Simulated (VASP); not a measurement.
Crystal: GaB12.

```xyz
13
Lattice="4.7077 0.0000 0.0000 0.0000 4.7077 0.0000 0.0000 0.0000 4.7077" Properties=species:S:1:pos:R:3 pbc="T T T"
Ga    2.3538    2.3538    2.3538
B     1.4886    2.3538    0.0000
B     3.2191    2.3538    0.0000
B     0.0000    1.4886    2.3538
B     0.0000    3.2191    2.3538
B     2.3538    0.0000    1.4886
B     2.3538    0.0000    3.2191
B     2.3538    1.4886    0.0000
B     2.3538    3.2191    0.0000
B     1.4886    0.0000    2.3538
B     3.2191    0.0000    2.3538
B     0.0000    2.3538    3.2191
B     0.0000    2.3538    1.4886
```

The cell was built by a generator and needn't be a form met in nature.

The cell isn't the ideal one: random cell by space group and Wyckoff sites (Pm-3m, No. 221).

| Item | Value |
| --- | --- |
| Program | VASP 6.6.1 |
| Task | relaxation of cell and atoms |
| Functional | PBE |
| Potentials or basis | VASP PAW PBE potentials, release 64 (Ga_d, B) |
| Cutoff | 600 eV |
| k mesh | 4 × 4 × 4 |
| Occupations | gaussian, width 0.1 eV |
| Spin | no spin polarisation |

At the start: pressure 161.1 GPa; volume 8.03 Å³/atom.

Problem. Where does the relaxation end?

Solution. Over 25 steps the energy falls by 3384.3 meV/atom and the volume is 9.63 Å³/atom (+20.0 %); space group Pm-3m (No. 221, to 0.05 Å).

The path:
| step | energy change (eV) | largest force (eV/Å) | pressure (GPa) | volume (Å³) |
| --- | --- | --- | --- | --- |
| 1 | 0.0000 | 29.0763 | 161.11 | 104.33 |
| 2 | 9073.1872 | 8660.0185 | 2354.24 | 279.80 |
| 3 | 1027.2772 | 5.7368 | 51.69 | 104.86 |
| 4 | -2.4616 | 5.0257 | 75.11 | 104.82 |
| 5 | -37.0151 | 3.9671 | 47.56 | 104.78 |
| 6 | -40.1634 | 3.8510 | 41.27 | 104.56 |
| 7 | -40.4629 | 3.8516 | 40.88 | 104.44 |
| 8 | -40.4781 | 3.8188 | 40.92 | 104.39 |
| 9 | -40.4856 | 3.8023 | 40.93 | 104.36 |
| 10 | -40.4893 | 3.7941 | 40.96 | 104.35 |
| 11 | -40.4912 | 3.7901 | 40.96 | 104.34 |
| 12 | -40.4921 | 3.7881 | 40.96 | 104.34 |
| 13 | -40.4926 | 3.7871 | 40.95 | 104.34 |
| 14 | -40.4928 | 3.7866 | 40.96 | 104.33 |
| 15 | -40.4929 | 3.7862 | 40.96 | 104.33 |
| 16 | -40.4930 | 3.7860 | 40.96 | 104.33 |
| 17 | -40.4930 | 3.7860 | 40.96 | 104.33 |
| 18 | -40.4930 | 3.7860 | 40.96 | 104.33 |
| 19 | -40.4930 | 3.7860 | 40.96 | 104.33 |
| 20 | -43.3159 | 0.1030 | -13.03 | 140.39 |
| 21 | -43.8547 | 0.7045 | -2.15 | 127.97 |
| 22 | -43.8540 | 0.7384 | -1.59 | 127.46 |
| 23 | -43.9865 | 0.1560 | 1.36 | 124.08 |
| 24 | -43.9870 | 0.1154 | 1.59 | 123.86 |
| 25 | -43.9964 | 0.0078 | 0.00 | 125.22 |

Final structure:
```xyz
13
Lattice="5.0030 0.0000 0.0000 0.0000 5.0030 0.0000 0.0000 0.0000 5.0030" Properties=species:S:1:pos:R:3 pbc="T T T"
Ga    2.5015    2.5015    2.5015
B     1.2365    2.5015    0.0000
B     3.7665    2.5015    0.0000
B     0.0000    1.2365    2.5015
B     0.0000    3.7665    2.5015
B     2.5015    0.0000    1.2365
B     2.5015    0.0000    3.7665
B     2.5015    1.2365    0.0000
B     2.5015    3.7665    0.0000
B     1.2365    0.0000    2.5015
B     3.7665    0.0000    2.5015
B     0.0000    2.5015    3.7665
B     0.0000    2.5015    1.2365
```

Caveat: the volume moved by over 15 % at a fixed basis, so the end points are rough.
